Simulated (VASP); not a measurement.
Given:

```xyz
2
Lattice="0.0000 2.9478 2.9478 2.9478 0.0000 2.9478 2.9478 2.9478 0.0000" Properties=species:S:1:pos:R:3 pbc="T T T"
In     0.0000     0.0000     0.0000
P      1.4739     1.4739     1.4739
```

Method: vdW-DF-cx, VASP's PBE PAW potentials (set 64) (plane waves; VASP). Run with 520 eV cut-off, 9×9×9 Γ-centred mesh, tetrahedra with Blöchl corrections, potentials In_d P.

Unless said otherwise, spin-orbit coupling is left out, though it shifts the bands of the heavy elements here.

**Question.** Predict the energy per atom (σ→0), band gap (on the k-mesh) with the smallest direct gap where there is one.

**Answer.** 
| Item | Result |
|---|---|
| band gap (on the k-mesh) | 0.54 eV |
| smallest direct gap (on the k-mesh) | 0.54 eV |
| energy per atom (σ→0) | -2.053 eV/atom |

Total energies compare only between runs with the same potentials, cut-off and functional.

The compound is InP in the zinc blende structure. It was relaxed first.
